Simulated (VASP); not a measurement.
# ZrH2: accuracy against cost in the SCF threshold and plane-wave cutoff

Aim: find how far the SCF threshold and plane-wave cutoff must be pushed for ZrH2, and what that costs. The series runs use PBEsol. The SCF threshold tried: EDIFF = 0.01; EDIFF = 0.001; EDIFF = 1E-04; EDIFF = 1E-05; EDIFF = 1E-06; EDIFF = 1E-08. The plane-wave cutoff tried: ENCUT = 150; ENCUT = 190; ENCUT = 220; ENCUT = 250; ENCUT = 290; ENCUT = 320; ENCUT = 400; ENCUT = 500. The start is a computed cell from the Materials Project.

Program: VASP 6.6.1. Level of theory: PBEsol; plane waves and PAW (Zr_sv, H). Results are calculated unless marked as measured.

## 1. Starting point

Symmetry: Fm-3m, No. 225, cubic system. The conventional cell has a = 4.818 Å, b = 4.818 Å, c = 4.818 Å, α = 90.00°, β = 90.00°, γ = 90.00°. Nearest to Zr lie 8 H at 2.09 Å. H has 4 Zr at 2.09 Å nearest. Farther neighbours are not listed.

## 2. SCF threshold: EDIFF = 0.01

EDIFF stops the electronic loop; forces need it tighter than energies do. PBEsol restores the gradient expansion of exchange and is tuned for the cells of solids.

File INCAR:

```
SYSTEM = ZrH2
PREC = Accurate
ENCUT = 400
EDIFF = 0.01
NELM = 100
ISMEAR = -1
SIGMA = 0.05
LREAL = .FALSE.
ALGO = Normal
GGA = PS
NBANDS = 13
LASPH = .TRUE.
LORBIT = 11
LWAVE = .FALSE.
LCHARG = .FALSE.
KPAR = 4
ISIF = 2
```

File POSCAR:

```
ZrH2
1.0
    0.0000000000      2.4092250000      2.4092250000
    2.4092250000      0.0000000000      2.4092250000
    2.4092250000      2.4092250000      0.0000000000
Zr H
1 2
Direct
    0.0000000000      0.0000000000      0.0000000000
    0.7500000000      0.7500000000      0.7500000000
    0.2500000000      0.2500000000      0.2500000000
```

File KPOINTS:

```
Automatic mesh
0
Gamma
8 8 8
0 0 0
```

PAW data sets: Zr_sv and H (PBE family, release 64).

The run is started by

```bash
$ mpirun -np 4 vasp_std
```

Output:

```text
[banner, memory and clock lines left out]
running    4 mpi-ranks, on    1 nodes
 distrk:  each k-point on    1 cores,    4 groups
 distr:  one band on    1 cores,    1 groups

 POSCAR found type information on POSCAR ZrH
 POSCAR found :  2 types and       3 ions
|                                                                             |
|               ----> ADVICE to this user running VASP <----                  |
|                                                                             |
|     You enforced a specific xc type in the INCAR file but a different       |
|     [... a line on the potential file left out ...]
|     I HOPE YOU KNOW WHAT YOU ARE DOING!                                     |
|                                                                             |

 LDA part: xc-table for (Slater+PW92), standard interpolation
 POSCAR, INCAR and KPOINTS ok, starting setup
 FFT: planning ... GRIDC
 FFT: planning ... GRID_SOFT
 FFT: planning ... GRID
 WAVECAR not read
 entering main loop
       N       E                     dE             d eps       ncg     rms          rms(c)
DAV:   1     0.665596263008E+02    0.66560E+02   -0.66755E+03   762   0.879E+02
DAV:   2    -0.163603385441E+02   -0.82920E+02   -0.80428E+02   899   0.249E+02
DAV:   3    -0.189225018901E+02   -0.25622E+01   -0.25422E+01  1172   0.362E+01
DAV:   4    -0.189538250805E+02   -0.31323E-01   -0.31319E-01   845   0.406E+00
DAV:   5    -0.189546725444E+02   -0.84746E-03   -0.84740E-03   754   0.436E-01    0.171E+01
DAV:   6    -0.177729272658E+02    0.11817E+01   -0.11417E+00   819   0.995E+00    0.647E+00
DAV:   7    -0.175671341391E+02    0.20579E+00   -0.55449E-01   941   0.602E+00    0.831E-01
DAV:   8    -0.175693420521E+02   -0.22079E-02   -0.50124E-02   876   0.200E+00
   1 F= -.17569342E+02 E0= -.17563489E+02  d E =-.117052E-01
```

The job ended after 7 s (4 MPI ranks of AMD EPYC 7R43, shared host; peak memory 0.38 GiB).

The logs omit lines about the potential files and the build; timing stands in the text.

Parts of OUTCAR (step 2):

```text
ion  position               nearest neighbor table
   1  0.000  0.000  0.000-   2 2.09   2 2.09   2 2.09   2 2.09   3 2.09   3 2.09   3 2.09   3 2.09

  LATTYP: Found a face centered cubic cell.
 ALAT       =     4.8184500000

 Subroutine GETGRP returns: Found 48 space group operations
 (whereof 48 operations were pure point group operations)

The static configuration has the point symmetry O_h .

 Found     29 irreducible k-points:

   k-points           NKPTS =     29   k-points in BZ     NKDIM =     29   number of bands    NBANDS=     13

   dimension x,y,z NGX =    24 NGY =   24 NGZ =   24
   dimension x,y,z NGXF=    48 NGYF=   48 NGZF=   48

   ENCUT  =  400.0 eV  29.40 Ry    5.42 a.u.   5.56  5.56  5.56*2*pi/ulx,y,z

   NELECT =      14.0000    total number of electrons

 k-points in reciprocal lattice and weights: Automatic mesh
   0.00000000  0.00000000  0.00000000       0.002
   0.12500000  0.00000000  0.00000000       0.016
   0.25000000  0.00000000  0.00000000       0.016
   0.37500000  0.00000000  0.00000000       0.016
   0.50000000  0.00000000  0.00000000       0.008
   0.12500000  0.12500000  0.00000000       0.012
   0.25000000  0.12500000  0.00000000       0.047
   0.37500000  0.12500000  0.00000000       0.047
   0.50000000  0.12500000  0.00000000       0.047
[...]
-0.37500000  0.50000000  0.12500000       0.023
  -0.25000000  0.50000000  0.25000000       0.012

 average (electrostatic) potential at core
       1 -75.5147       2 -28.7790       3 -28.7790

 E-fermi :   8.3069

 k-point     1 :       0.0000    0.0000    0.0000
  band No.  band energies     occupation
    ...
      5      -1.3167      2.00000
      6       7.0040      2.00000
      7       7.9479      1.99848
      8       7.9479      1.99848
      9       7.9479      1.99848
     10      10.5324      0.00000
     11      10.5324      0.00000
     12      19.1287      0.00000
     13      20.4804      0.00000

 k-point     2 :       0.1250    0.0000    0.0000
  band No.  band energies     occupation
    ...
      4     -18.6728      2.00000
      5      -0.9396      2.00000
      6       5.3284      2.00000
      7       8.1350      1.93772
      8       8.1350      1.93772
      9      10.0878      0.00000
     10      10.3684      0.00000
     11      10.3684      0.00000
     12      17.2946      0.00000
     13      21.2804      0.00000

 k-point     3 :       0.2500    0.0000    0.0000
  band No.  band energies     occupation
    ...
      4     -18.7016      2.00000
      5      -0.0222      2.00000
      6       3.9726      2.00000
      7       8.3525      0.57321
      8       8.3525      0.57309
      9      10.4375      0.00000
     10      10.4375      0.00000
     11      12.4199      0.00000
     12      16.0512      0.00000
     13      19.9624      0.00000

  Total       -1.0244030     -1.0244030     -1.0244030     -0.0000000      0.0000000      0.0000000
  in kB      -58.6839494    -58.6839494    -58.6839494     -0.0000000      0.0000000      0.0000000
  external PRESSURE =     -58.6839494 kB  Pullay stress =       0.0000000 kB

  energy-cutoff  :      400.00
  volume of cell :       27.97
      direct lattice vectors                 reciprocal lattice vectors
     0.000000000  2.409225000  2.409225000    -0.207535618  0.207535618  0.207535618
     2.409225000  0.000000000  2.409225000     0.207535618 -0.207535618  0.207535618
     2.409225000  2.409225000  0.000000000     0.207535618  0.207535618 -0.207535618

 POSITION                                       TOTAL-FORCE (eV/Angst)
 -----------------------------------------------------------------------------------
      0.00000      0.00000      0.00000        -0.000000      0.000000     -0.000000
      3.61384      3.61384      3.61384         0.000000      0.000000      0.000000
      1.20461      1.20461      1.20461         0.000000     -0.000000      0.000000
 -----------------------------------------------------------------------------------
    total drift:                               -0.000000      0.000000     -0.000000

  FREE ENERGIE OF THE ION-ELECTRON SYSTEM (eV)
  ---------------------------------------------------
  free  energy   TOTEN  =       -17.5693420521 eV

  energy  without entropy=      -17.5576368759  energy(sigma->0) =      -17.56348946

 total charge
# of ion       s       p       d       tot
------------------------------------------
    1        2.143   5.991   1.665   9.798
    2        0.561   0.015   0.000   0.575
    3        0.561   0.015   0.000   0.575
--------------------------------------------------
tot          3.264   6.021   1.665  10.949

[... 3 further parts left out ...]
```

The PAW data sets were made with PBE, which is usual practice but a small mismatch for other functionals.

Numbers from this step:

```yaml
electronic_steps: 8
electrons: 14
bands: 13
irreducible_k_points: 29
symmetry_operations: 48
free_energy_toten: -17.57 eV
energy_at_zero_smearing: -17.56 eV
fermi_energy: 8.307 eV
pressure: -5.868 GPa
metallic: yes
```

The series starts at -5.8545 eV an atom and -5.87 GPa, after 8 cycles in 7 s.

## 3. SCF threshold: EDIFF = 0.001

Edit INCAR of step 2 so:

```diff
@@ -3,3 +3,3 @@
 ENCUT = 400
-EDIFF = 0.01
+EDIFF = 0.001
 NELM = 100
```

POSCAR is that of step 2.

KPOINTS is that of step 2.

The run is started by

```bash
$ mpirun -np 4 vasp_std
```

Output:

```text
[banner, memory and clock lines left out]
running    4 mpi-ranks, on    1 nodes
[...]
[... a notice as in an earlier step ...]

 LDA part: xc-table for (Slater+PW92), standard interpolation
 POSCAR, INCAR and KPOINTS ok, starting setup
[...]
entering main loop
       N       E                     dE             d eps       ncg     rms          rms(c)
[... 4 cycles as in an earlier step ...]
DAV:   5    -0.189547411925E+02   -0.91611E-03   -0.91610E-03  1075   0.436E-01    0.171E+01
DAV:   6    -0.177738627609E+02    0.11809E+01   -0.11391E+00   819   0.995E+00    0.647E+00
DAV:   7    -0.175669494743E+02    0.20691E+00   -0.53925E-01   933   0.600E+00    0.811E-01
DAV:   8    -0.175692957869E+02   -0.23463E-02   -0.50439E-02   958   0.195E+00    0.493E-01
DAV:   9    -0.175694984897E+02   -0.20270E-03   -0.13832E-03   699   0.387E-01
   1 F= -.17569498E+02 E0= -.17563636E+02  d E =-.117251E-01
```

Elapsed: 7.2 s, on 4 MPI ranks; peak memory 0.41 GiB; 24 s of CPU time.

Parts of OUTCAR (step 3):

```text
  Total       -0.9740830     -0.9740830     -0.9740830      0.0000000     -0.0000000     -0.0000000
  in kB      -55.8013210    -55.8013210    -55.8013210      0.0000000     -0.0000000     -0.0000000
  external PRESSURE =     -55.8013210 kB  Pullay stress =       0.0000000 kB

 POSITION                                       TOTAL-FORCE (eV/Angst)
 -----------------------------------------------------------------------------------
      0.00000      0.00000      0.00000         0.000000     -0.000000      0.000000
      3.61384      3.61384      3.61384        -0.000000     -0.000000     -0.000000
      1.20461      1.20461      1.20461         0.000000      0.000000      0.000000
 -----------------------------------------------------------------------------------
    total drift:                               -0.000000      0.000000      0.000000

  FREE ENERGIE OF THE ION-ELECTRON SYSTEM (eV)
  ---------------------------------------------------
  free  energy   TOTEN  =       -17.5694984897 eV

  energy  without entropy=      -17.5577734269  energy(sigma->0) =      -17.56363596

[... 2 parts as in an earlier step ...]

[... 1 further part left out ...]
[key lines of the parts left out:]
E-fermi :   8.2933
```

Against the run before the energy moves by -0.05 meV an atom and the pressure by +0.29 GPa, after 9 cycles in 7.2 s.

## 4. SCF threshold: EDIFF = 1E-04

Edit INCAR of step 3 so:

```diff
@@ -3,3 +3,3 @@
 ENCUT = 400
-EDIFF = 0.001
+EDIFF = 1E-04
 NELM = 100
```

POSCAR is that of step 3.

KPOINTS is that of step 3.

The run is started by

```bash
$ mpirun -np 4 vasp_std
```

Output:

```text
[... set-up lines as in an earlier step ...]
 entering main loop
       N       E                     dE             d eps       ncg     rms          rms(c)
[... 4 cycles as in an earlier step ...]
DAV:   5    -0.189547423520E+02   -0.91727E-03   -0.91726E-03  1131   0.436E-01    0.171E+01
DAV:   6    -0.177738839964E+02    0.11809E+01   -0.11390E+00   819   0.995E+00    0.647E+00
DAV:   7    -0.175669524134E+02    0.20693E+00   -0.53907E-01   933   0.600E+00    0.811E-01
DAV:   8    -0.175692949915E+02   -0.23426E-02   -0.50387E-02   958   0.195E+00    0.493E-01
DAV:   9    -0.175695073541E+02   -0.21236E-03   -0.14708E-03   940   0.387E-01    0.680E-02
DAV:  10    -0.175693730167E+02    0.13434E-03   -0.13112E-04   600   0.112E-01    0.344E-02
DAV:  11    -0.175693711759E+02    0.18408E-05   -0.18820E-05   397   0.406E-02
   1 F= -.17569371E+02 E0= -.17563516E+02  d E =-.117102E-01
```

Run time: 8.4 s. Hardware: 4 MPI ranks; peak memory 0.4 GiB.

From OUTCAR (step 4):

```text
  Total       -0.8855989     -0.8855989     -0.8855989      0.0000000      0.0000000      0.0000000
  in kB      -50.7324206    -50.7324206    -50.7324206      0.0000000      0.0000000      0.0000000
  external PRESSURE =     -50.7324206 kB  Pullay stress =       0.0000000 kB

 POSITION                                       TOTAL-FORCE (eV/Angst)
 -----------------------------------------------------------------------------------
      0.00000      0.00000      0.00000        -0.000000     -0.000000     -0.000000
      3.61384      3.61384      3.61384         0.000000      0.000000      0.000000
      1.20461      1.20461      1.20461        -0.000000     -0.000000     -0.000000
 -----------------------------------------------------------------------------------
    total drift:                               -0.000000      0.000000      0.000000

  FREE ENERGIE OF THE ION-ELECTRON SYSTEM (eV)
  ---------------------------------------------------
  free  energy   TOTEN  =       -17.5693711759 eV

  energy  without entropy=      -17.5576609758  energy(sigma->0) =      -17.56351608

[... 2 parts as in an earlier step ...]

[... 1 further part left out ...]
[key lines of the parts left out:]
E-fermi :   8.2919
```

Against the run before the energy moves by +0.04 meV an atom and the pressure by +0.51 GPa, after 11 cycles in 8.4 s.

## 5. SCF threshold: EDIFF = 1E-05

Edit INCAR of step 4 so:

```diff
@@ -3,3 +3,3 @@
 ENCUT = 400
-EDIFF = 1E-04
+EDIFF = 1E-05
 NELM = 100
```

POSCAR is that of step 4.

KPOINTS is that of step 4.

The run is started by

```bash
$ mpirun -np 4 vasp_std
```

Output:

```text
[... set-up lines as in an earlier step ...]
 entering main loop
       N       E                     dE             d eps       ncg     rms          rms(c)
[... 9 cycles as in an earlier step ...]
DAV:  10    -0.175693734662E+02    0.13389E-03   -0.13561E-04   879   0.112E-01    0.349E-02
DAV:  11    -0.175693713116E+02    0.21547E-05   -0.17617E-05   734   0.409E-02
   1 F= -.17569371E+02 E0= -.17563516E+02  d E =-.117104E-01
```

Elapsed: 8.4 s, on 4 MPI ranks; peak memory 0.43 GiB.

From OUTCAR (step 5):

```text
  Total       -0.8849312     -0.8849312     -0.8849312      0.0000000      0.0000000      0.0000000
  in kB      -50.6941706    -50.6941706    -50.6941706      0.0000000      0.0000000      0.0000000
  external PRESSURE =     -50.6941706 kB  Pullay stress =       0.0000000 kB

 POSITION                                       TOTAL-FORCE (eV/Angst)
 -----------------------------------------------------------------------------------
      0.00000      0.00000      0.00000         0.000000      0.000000      0.000000
      3.61384      3.61384      3.61384         0.000000      0.000000      0.000000
      1.20461      1.20461      1.20461        -0.000000     -0.000000     -0.000000
 -----------------------------------------------------------------------------------
    total drift:                               -0.000000      0.000000      0.000000

  FREE ENERGIE OF THE ION-ELECTRON SYSTEM (eV)
  ---------------------------------------------------
  free  energy   TOTEN  =       -17.5693713116 eV

  energy  without entropy=      -17.5576609195  energy(sigma->0) =      -17.56351612

[... 2 parts as in an earlier step ...]

[... 1 further part left out ...]
[key lines of the parts left out:]
E-fermi :   8.2919
```

Against the run before the energy stays within 0.01 meV an atom and the pressure within 0.01 GPa, after 11 cycles in 8.4 s.

## 6. SCF threshold: EDIFF = 1E-06

Edit INCAR of step 5 so:

```diff
@@ -3,3 +3,3 @@
 ENCUT = 400
-EDIFF = 1E-05
+EDIFF = 1E-06
 NELM = 100
```

POSCAR is that of step 5.

KPOINTS is that of step 5.

The run is started by

```bash
$ mpirun -np 4 vasp_std
```

Output:

```text
[... set-up lines as in an earlier step ...]
 entering main loop
       N       E                     dE             d eps       ncg     rms          rms(c)
[... 10 cycles as in an earlier step ...]
DAV:  11    -0.175693713823E+02    0.20839E-05   -0.18324E-05  1014   0.409E-02    0.332E-03
DAV:  12    -0.175693705129E+02    0.86938E-06   -0.70680E-07   654   0.692E-03
   1 F= -.17569371E+02 E0= -.17563515E+02  d E =-.117106E-01
```

Elapsed: 8.4 s, on 4 MPI ranks; peak memory 0.4 GiB; 30 s of CPU time.

OUTCAR, selected parts (step 6):

```text
  Total       -0.8865170     -0.8865170     -0.8865170      0.0000000      0.0000000      0.0000000
  in kB      -50.7850148    -50.7850148    -50.7850148      0.0000000      0.0000000      0.0000000
  external PRESSURE =     -50.7850148 kB  Pullay stress =       0.0000000 kB

 POSITION                                       TOTAL-FORCE (eV/Angst)
 -----------------------------------------------------------------------------------
      0.00000      0.00000      0.00000         0.000000     -0.000000      0.000000
      3.61384      3.61384      3.61384         0.000000      0.000000     -0.000000
      1.20461      1.20461      1.20461        -0.000000     -0.000000      0.000000
 -----------------------------------------------------------------------------------
    total drift:                               -0.000000      0.000000      0.000000

  FREE ENERGIE OF THE ION-ELECTRON SYSTEM (eV)
  ---------------------------------------------------
  free  energy   TOTEN  =       -17.5693705129 eV

  energy  without entropy=      -17.5576598651  energy(sigma->0) =      -17.56351519

[... 2 parts as in an earlier step ...]

[... 1 further part left out ...]
[key lines of the parts left out:]
E-fermi :   8.2920
```

Against the run before the energy stays within 0.01 meV an atom; the pressure moves by -0.01 GPa, after 12 cycles in 8.4 s.

## 7. SCF threshold: EDIFF = 1E-08

Edit INCAR of step 6 so:

```diff
@@ -3,3 +3,3 @@
 ENCUT = 400
-EDIFF = 1E-06
+EDIFF = 1E-08
 NELM = 100
```

POSCAR is that of step 6.

KPOINTS is that of step 6.

The run is started by

```bash
$ mpirun -np 4 vasp_std
```

Output:

```text
[... set-up lines as in an earlier step ...]
 entering main loop
       N       E                     dE             d eps       ncg     rms          rms(c)
[... 11 cycles as in an earlier step ...]
DAV:  12    -0.175693705192E+02    0.86305E-06   -0.77337E-07  1027   0.692E-03    0.978E-04
DAV:  13    -0.175693701258E+02    0.39341E-06   -0.38623E-08   997   0.142E-03    0.669E-04
DAV:  14    -0.175693700952E+02    0.30652E-07   -0.39601E-09   502   0.752E-04    0.105E-04
DAV:  15    -0.175693700996E+02   -0.44081E-08   -0.91050E-10   452   0.335E-04
   1 F= -.17569370E+02 E0= -.17563515E+02  d E =-.117106E-01
```

Wall time 9 s (4 MPI ranks); peak memory 0.38 GiB.

OUTCAR, selected parts (step 7):

```text
  Total       -0.8859106     -0.8859106     -0.8859106      0.0000000     -0.0000000      0.0000000
  in kB      -50.7502746    -50.7502746    -50.7502746      0.0000000     -0.0000000      0.0000000
  external PRESSURE =     -50.7502746 kB  Pullay stress =       0.0000000 kB

  FREE ENERGIE OF THE ION-ELECTRON SYSTEM (eV)
  ---------------------------------------------------
  free  energy   TOTEN  =       -17.5693700996 eV

  energy  without entropy=      -17.5576594744  energy(sigma->0) =      -17.56351479

[... 3 parts as in an earlier step ...]

[... 1 further part left out ...]
[key lines of the parts left out:]
E-fermi :   8.2921
```

Against the run before the energy stays within 0.01 meV an atom and the pressure within 0.01 GPa, after 15 cycles in 9 s.

## 8. The SCF threshold series as a table

This step: convergence of PBEsol results with the threshold; plane waves and PAW (VASP 6.6.1).

No new run; the numbers come from the runs before.

Differences are taken from the run with EDIFF = 1E-08. Results of the series, by row:

| setting | status | energy less the reference (meV/atom) | pressure (GPa) | SCF cycles | wall time (s) |
| --- | --- | --- | --- | --- | --- |
| EDIFF = 0.01 | converged | 0.008443 | -5.868 | 8 | 7 |
| EDIFF = 0.001 | converged | -0.04039 | -5.58 | 9 | 7.2 |
| EDIFF = 1E-04 | converged | -4.30e-4 | -5.073 | 11 | 8.4 |
| EDIFF = 1E-05 | converged | -4.43e-4 | -5.069 | 11 | 8.4 |
| EDIFF = 1E-06 | converged | -1.33e-4 | -5.079 | 12 | 8.4 |
| EDIFF = 1E-08 | converged | 0 | -5.075 | 15 | 9 |

[end of part 1 of 3]

[Lines on the potential files, build, host, timing and source positions are cut from VASP's logs without a mark.]

[Logs are printed without paths, hosts, clocks, repeated set-up lines and the standing remarks that a program may print on its own settings, such as how far it seeks lower states.]

[Hosts, paths, dates, database ids (printed as entryN), source tags and the programs' standing remarks are cut or masked in the printed files.]

[A measured line is paired with the nearest computed mode of its activity, which favours agreement.]
